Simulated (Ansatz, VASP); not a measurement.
# Ba2Mg4Zn3Si19O47: VASP beside Ansatz, part 2 of 4

Aim: how closely do two programs agree when they are given the same cell, functional and k mesh? Of the first pair: The structure shown is frame 115 of Ansatz's trajectory.

VASP 6.6.1 and Ansatz 0.2.0.

So far: The structure; Ansatz: dynamics, PBE.

## 3. VASP: single point, PBE, pair 1

Level of this step: PBE; plane waves and PAW (Si, Mg, Zn, Ba_sv, O) (VASP).

The same cell, functional and mesh now go to VASP, with its own data sets.

Lines of VASP's logs that name or quote its potential files are left out, and so is its time.

INCAR

```
SYSTEM = Ba2Mg4Zn3Si19O47
PREC = Accurate
ENCUT = 520
EDIFF = 1E-06
NELM = 120
ISMEAR = 0
SIGMA = 0.01
LREAL = Auto
ALGO = Normal
GGA = PE
NBANDS = 264
LORBIT = 11
LWAVE = .FALSE.
LCHARG = .FALSE.
ISIF = 2
LASPH = .TRUE.
GGA_COMPAT = .FALSE.
EFERMI = MIDGAP
NCORE = 2
```

POSCAR

```
Ba2Mg4Zn3Si19O47
1.0
    9.9253000000      0.0000000000      0.0000000000
    0.0000000000      9.9253000000      0.0000000000
    0.0000000000      0.0000000000      9.9253000000
Si Mg Zn Ba O
19 4 3 2 47
Direct
    0.8188467855      0.6448470071      0.2473779130
    0.0205031586      0.9654821517      0.3573494000
    0.3039505103      0.9429639406      0.0239388230
    0.3349218663      0.5888083987      0.6667506272
    0.5619275992      0.4272213434      0.5366789921
    0.0210975991      0.7752813517      0.0329158816
    0.6275377067      0.1810423866      0.7199278611
    0.4467169758      0.9251710276      0.4494171461
    0.8493949805      0.8246400613      0.7857495491
    0.2889786707      0.0404219520      0.7110515551
    0.6996161325      0.3570572174      0.2666518896
    0.2248194009      0.7191923670      0.4101840750
    0.8265845869      0.5969693611      0.5750858916
    0.2965250421      0.3153960082      0.8325390668
    0.9987506675      0.0504871389      0.6391242582
    0.2704603387      0.1264243902      0.2708230482
    0.1995607186      0.5468046306      0.1422224013
    0.0459935720      0.3123633543      0.0132187440
    0.8680745166      0.0472227540      0.0993219349
    0.3970459331      0.3519692100      0.1335879016
    0.8680241403      0.3403020564      0.7465265534
    0.0583659940      0.5658166504      0.8194513012
    0.5964353722      0.1884880054      0.9794363898
    0.6073166554      0.8957008856      0.1740602299
    0.7066587408      0.1008735252      0.4323093509
    0.5179692301      0.8743917060      0.7973864770
    0.6344392613      0.5635094153      0.9850483109
    0.0470716250      0.3477980514      0.4166120923
    0.1335274501      0.6332403051      0.0151834201
    0.7227892356      0.0967829688      0.6191147875
    0.7072632565      0.0696603629      0.0932163260
    0.9219872447      0.9692603750      0.7550804510
    0.6974398759      0.2886965633      0.8309371001
    0.1545948233      0.0067201999      0.6335828640
    0.4188689511      0.9462988524      0.6211802162
    0.4336997370      0.3295819774      0.9289492509
    0.3054214986      0.0902038226      0.1115835290
    0.6812590048      0.5188155522      0.6121729318
    0.9599306822      0.7279578451      0.8714598047
    0.2550351123      0.4685601443      0.7515138081
    0.8605180700      0.6248073106      0.4064562280
    0.5925160952      0.4255286994      0.3725529707
    0.3033560698      0.2900466485      0.2854523289
    0.8418989854      0.7524709581      0.6256838584
    0.2848377379      0.9771996816      0.8616464994
    0.1091251650      0.1022135351      0.3237584758
    0.4270299135      0.6961603176      0.7547781931
    0.1619396895      0.8739080935      0.0786071958
    0.5469557595      0.0873525233      0.8236627608
    0.4507370054      0.8713288263      0.0400390920
    0.7947266078      0.4817486625      0.1959235489
    0.1834705248      0.6052814524      0.3017641784
    0.5929191057      0.9460872719      0.3850160700
    0.7997239378      0.2525767483      0.3337732864
    0.9392360936      0.0006145910      0.4913000111
    0.6072058275      0.3140559983      0.1392401237
    0.3809658146      0.7780218230      0.4028089831
    0.9611699394      0.4182241343      0.9109447573
    0.3569665401      0.5337168650      0.1162987517
    0.9356694508      0.4974156952      0.6457940818
    0.9626107019      0.1864427272      0.0768339496
    0.7001098204      0.8056481920      0.8558532236
    0.1013369873      0.4057207339      0.1418294661
    0.2207792208      0.6679092823      0.5701288626
    0.1768913786      0.2659667718      0.9276092410
    0.1044603186      0.8293351334      0.3830513939
    0.8969502181      0.9720109216      0.2489698044
    0.4228990559      0.5115915892      0.5466635769
    0.9461779493      0.7112530604      0.1694054588
    0.3180155764      0.2047091776      0.7140640585
    0.9236295125      0.9216144600      0.0035565676
    0.9816126465      0.2183813084      0.6393559892
    0.5406990217      0.2841223943      0.6151149084
    0.3594349793      0.0590813376      0.3906582169
    0.6695213243      0.7224366014      0.2077720573
```

KPOINTS

```
Automatic mesh
0
Gamma
1 1 1
0 0 0
```

Potentials, in the order of the species: Si, Mg, Zn, Ba_sv and O (PBE family, release 64).

On the command line:

```console
$ mpirun -np 8 vasp_gam
```

Numbers of over 12 decimals in the logs are rounded to 6 here.

Output:

```text
[banner, memory and clock lines left out]
running    8 mpi-ranks, on    1 nodes
[...]
LDA part: xc-table for (Slater+PW92), standard interpolation
 POSCAR, INCAR and KPOINTS ok, starting setup
[...]
entering main loop
       N       E                     dE             d eps       ncg     rms          rms(c)
DAV:   1     0.511261213527E+04    0.51126E+04   -0.22936E+05   528   0.167E+03
DAV:   2     0.318537697685E+02   -0.50808E+04   -0.48399E+04   632   0.439E+02
DAV:   3    -0.589335247210E+03   -0.62119E+03   -0.61234E+03   576   0.174E+02
DAV:   4    -0.618934808695E+03   -0.29600E+02   -0.29365E+02   640   0.405E+01
[...]
DAV:  17    -0.541777917652E+03    0.48330E-06   -0.30258E-05   776   0.411E-02    0.873E-03
DAV:  18    -0.541777917965E+03   -0.31312E-06   -0.25540E-05   776   0.208E-02    0.531E-03
DAV:  19    -0.541777917672E+03    0.29333E-06   -0.57905E-06   608   0.811E-03
   1 F= -.54177792E+03 E0= -.54177792E+03  d E =0.000000E+00
```

From OUTCAR (step 3):

```text
  Total       -5.1781212    -17.0224121    -13.7635500    -10.7731850      5.0980773     -4.0596794
  in kB       -8.4850004    -27.8933551    -22.5533012    -17.6532134      8.3538385     -6.6522933
  external PRESSURE =     -19.6438855 kB  Pullay stress =       0.0000000 kB

 POSITION                                       TOTAL-FORCE (eV/Angst)
 -----------------------------------------------------------------------------------
      8.12730      6.40030      2.45530        -2.204893      0.160201      0.034594
      0.20350      9.58270      3.54680        -0.580264      0.332153     -0.610934
      3.01680      9.35920      0.23760        -0.416516     -0.181278      0.485861
      3.32420      5.84410      6.61770         2.611868      2.110210     -0.783402
      5.57730      4.24030      5.32670        -0.239908      0.389206     -0.312096
      0.20940      7.69490      0.32670         0.885423      1.438127     -0.038145
      6.22850      1.79690      7.14550         0.385648      1.005483     -0.778794
      4.43380      9.18260      4.46060        -2.146269      1.080291      0.634042
      8.43050      8.18480      7.79880        -1.240583     -0.201664     -0.563283
      2.86820      0.40120      7.05740         3.021733     -0.112941     -0.195153
      6.94390      3.54390      2.64660        -0.571301      1.337863     -1.555299
      2.23140      7.13820      4.07120         0.068768      0.504714      0.855723
      8.20410      5.92510      5.70790        -0.067355      1.140451     -1.359887
      2.94310      3.13040      8.26320         2.954514      1.241770      0.195860
[...]
-----------------------------------------------------------------------------------
    total drift:                               -0.023166     -0.013096     -0.007413

  FREE ENERGIE OF THE ION-ELECTRON SYSTEM (eV)
  ---------------------------------------------------
  free  energy   TOTEN  =      -541.7779176719 eV

  energy  without entropy=     -541.7779176719  energy(sigma->0) =     -541.77791767

[... 3 further parts left out ...]
[key lines of the parts left out:]
E-fermi :   3.6724
```

Harder data sets than Ba_sv exist (the GW ones), and pressures, volumes and forces can shift noticeably with them.

## 4. Side by side

Known differences besides the potentials themselves: fixed occupations in Ansatz, narrow Gaussian smearing in VASP; the data sets hold 454 valence electrons in Ansatz (on its default PAW (the set named soft_2) files) and 422 in VASP; the cutoff is 420 eV in Ansatz and 520 eV in VASP (PREC = Accurate, projectors in real space). Total energies have different zeros and are not compared.

Forces on 10 of the 75 atoms, those with the largest forces and the largest differences (eV/Å; atoms numbered as in POSCAR):

| atom | Ansatz x, y, z | VASP x, y, z |
| --- | --- | --- |
| Si4 | 2.645, 2.116, -0.761 | 2.612, 2.110, -0.783 |
| Si10 | 2.981, -0.089, -0.175 | 3.022, -0.113, -0.195 |
| Si14 | 2.980, 1.216, 0.230 | 2.955, 1.242, 0.196 |
| Si15 | -2.400, 2.450, -1.098 | -2.428, 2.448, -1.096 |
| Si16 | 0.275, 2.422, 1.001 | 0.250, 2.418, 1.004 |
| Si18 | -1.594, 2.026, -0.139 | -1.605, 2.005, -0.114 |
| Ba27 | -1.098, 0.114, -0.613 | -1.151, 0.094, -0.729 |
| Ba28 | 0.204, 0.333, -0.006 | 0.237, 0.453, -0.017 |
| O72 | 0.626, -1.704, 0.551 | 0.588, -1.705, 0.650 |
| O75 | 2.728, -1.986, 0.249 | 2.766, -2.038, 0.314 |

The forces differ by 31 meV/Å r.m.s., which is 3.4 % of the r.m.s. force of 0.908 eV/Å (both taken over all components).

## 5. Ansatz: dynamics, PBE

One frame of this run of dynamics is then solved in both programs, so the motion causes no difference.

The structure compared here is frame 231 of Ansatz's trajectory.

input.yaml

```yaml
crystal:
  lattice:
    - [9.9253, 0.0, 0.0]
    - [0.0, 9.9253, 0.0]
    - [0.0, 0.0, 9.9253]
  atoms:
    - { symbol: Si, position: [0.82807, 0.63763, 0.24204] }
    - { symbol: Si, position: [0.02529, 0.97637, 0.36351] }
    - { symbol: Si, position: [0.30379, 0.94648, 0.02258] }
    - { symbol: Si, position: [0.33464, 0.60195, 0.66813] }
    - { symbol: Si, position: [0.56746, 0.43565, 0.53569] }
    - { symbol: Si, position: [0.03319, 0.77342, 0.02608] }
    - { symbol: Si, position: [0.61995, 0.17525, 0.70877] }
    - { symbol: Si, position: [0.45119, 0.93424, 0.44166] }
    - { symbol: Si, position: [0.84388, 0.82534, 0.79335] }
    - { symbol: Si, position: [0.29164, 0.03336, 0.70764] }
    - { symbol: Si, position: [0.70375, 0.34819, 0.2638] }
    - { symbol: Si, position: [0.2196, 0.7247, 0.40939] }
    - { symbol: Si, position: [0.8395, 0.6113, 0.56586] }
    - { symbol: Si, position: [0.29066, 0.31911, 0.82694] }
    - { symbol: Si, position: [0.98039, 0.05836, 0.65114] }
    - { symbol: Si, position: [0.27979, 0.13726, 0.26869] }
    - { symbol: Si, position: [0.19817, 0.5457, 0.14301] }
    - { symbol: Si, position: [0.02629, 0.32266, 0.01908] }
    - { symbol: Si, position: [0.874, 0.04045, 0.09957] }
    - { symbol: Mg, position: [0.41992, 0.34332, 0.12384] }
    - { symbol: Mg, position: [0.87012, 0.35676, 0.7476] }
    - { symbol: Mg, position: [0.05836, 0.55756, 0.81961] }
    - { symbol: Mg, position: [0.60995, 0.18095, 0.9786] }
    - { symbol: Zn, position: [0.60795, 0.88577, 0.1725] }
    - { symbol: Zn, position: [0.75423, 0.05542, 0.41736] }
    - { symbol: Zn, position: [0.51742, 0.86987, 0.84507] }
    - { symbol: Ba, position: [0.58496, 0.57306, 0.97064] }
    - { symbol: Ba, position: [0.06071, 0.35931, 0.42844] }
    - { symbol: O, position: [0.13872, 0.6227, 0.01033] }
    - { symbol: O, position: [0.69654, 0.1007, 0.59641] }
    - { symbol: O, position: [0.7158, 0.04109, 0.08642] }
    - { symbol: O, position: [0.89804, 0.97174, 0.75551] }
    - { symbol: O, position: [0.71176, 0.25917, 0.81536] }
    - { symbol: O, position: [0.13981, 0.0063, 0.65632] }
    - { symbol: O, position: [0.39657, 0.96939, 0.59664] }
    - { symbol: O, position: [0.42052, 0.31872, 0.91835] }
    - { symbol: O, position: [0.29725, 0.08491, 0.11362] }
    - { symbol: O, position: [0.70542, 0.51574, 0.58696] }
    - { symbol: O, position: [0.9669, 0.73604, 0.86678] }
    - { symbol: O, position: [0.26584, 0.47248, 0.75603] }
    - { symbol: O, position: [0.86232, 0.63474, 0.40596] }
    - { symbol: O, position: [0.60214, 0.40501, 0.382] }
    - { symbol: O, position: [0.30803, 0.28882, 0.28044] }
    - { symbol: O, position: [0.83046, 0.7468, 0.64625] }
    - { symbol: O, position: [0.29382, 0.97412, 0.86132] }
    - { symbol: O, position: [0.13199, 0.09495, 0.32412] }
    - { symbol: O, position: [0.40684, 0.70366, 0.76457] }
    - { symbol: O, position: [0.17601, 0.8593, 0.06875] }
    - { symbol: O, position: [0.54538, 0.07158, 0.80848] }
    - { symbol: O, position: [0.44794, 0.88094, 0.04696] }
    - { symbol: O, position: [0.79927, 0.47548, 0.21885] }
    - { symbol: O, position: [0.19075, 0.61266, 0.2948] }
    - { symbol: O, position: [0.59886, 0.93047, 0.38278] }
    - { symbol: O, position: [0.79103, 0.23594, 0.33174] }
    - { symbol: O, position: [0.94603, 0.0163, 0.4965] }
    - { symbol: O, position: [0.61348, 0.30762, 0.13903] }
    - { symbol: O, position: [0.36444, 0.79919, 0.40011] }
    - { symbol: O, position: [0.94112, 0.41914, 0.92376] }
    - { symbol: O, position: [0.34932, 0.52234, 0.11106] }
    - { symbol: O, position: [0.95337, 0.51951, 0.63796] }
    - { symbol: O, position: [0.9499, 0.18567, 0.06498] }
    - { symbol: O, position: [0.70356, 0.80365, 0.8618] }
    - { symbol: O, position: [0.09479, 0.41019, 0.14185] }
    - { symbol: O, position: [0.22184, 0.66198, 0.56307] }
    - { symbol: O, position: [0.15994, 0.29471, 0.92332] }
    - { symbol: O, position: [0.10894, 0.84217, 0.3863] }
    - { symbol: O, position: [0.91024, 0.98568, 0.25285] }
    - { symbol: O, position: [0.44317, 0.53019, 0.57047] }
    - { symbol: O, position: [0.94776, 0.69824, 0.15105] }
    - { symbol: O, position: [0.29598, 0.19763, 0.72025] }
    - { symbol: O, position: [0.94147, 0.92155, 0.01773] }
    - { symbol: O, position: [0.97875, 0.21509, 0.66418] }
    - { symbol: O, position: [0.54899, 0.30163, 0.62434] }
    - { symbol: O, position: [0.38181, 0.05316, 0.35577] }
    - { symbol: O, position: [0.69723, 0.71311, 0.19821] }
kpoints:
  mp_grid: { grid: [1, 1, 1] }
hamiltonian:
  xc: pbe
scf:
  occupations: { method: fixed }
output:
  forces: true
  stress: true
md:
  timestep: 1.0
  n_steps: 346
  ensemble: nve
  temperature: 400
  initial_velocities: maxwell_boltzmann
  seed: 329
```

On the command line:

```console
$ ansatz run input.yaml --threads 4 --pin off --max-ram 8192MiB --backend cpu --events-out ev --progress --plain --runs-dir out
```

Output:

```text
[...]
Crystal: 75 atoms, lattice volume = 977.757 Å³
Basis set: ecut = 420 eV, 19213 PW (Γ), exchange–correlation on 144×144×144 points (8 copies of the dense FFT grid, shifted against one another)
Bands: 302, of which v1, the nominal top of the filled ones, is band 227 counted from 1 (226 counted from 0)
Symmetry: 1 space group operations
k-points: 1
[...]
atom  75  O      1.36155992    -2.63422089     0.39652033
  max |Σ_I F_I| component: 4.94e-5 eV/Å
--- Stress (GPa, compression-positive) ---
        0.562809      -1.731154       1.251560
       -1.731152       2.198899       1.077612
        1.251562       1.077612      -1.557751
  P = ⅓ Tr σ = 0.4013 GPa (4.013 kbar)
--- MD trajectory: 346 steps, t = 0.0 → 346.0 fs ---
[...]
conserved energy: peak-to-peak 5.797e-3 eV (7.730e-5 eV/atom) over 346.0 fs
[key lines of the parts left out:]
SCF converged after 8 iterations
Free energy (F): -68377.083771 eV
Fermi energy:    4.543375 eV
```

(Continued in part 3 of 4.)

[Lines on the potential files, build, host, timing and source positions are cut from VASP's logs without a mark.]

[Logs are printed without paths, hosts, clocks, repeated set-up lines and the standing remarks that a program may print on its own settings, such as how far it seeks lower states.]

[Hosts, paths, dates, database ids (printed as entryN), source tags and the programs' standing remarks are cut or masked in the printed files.]
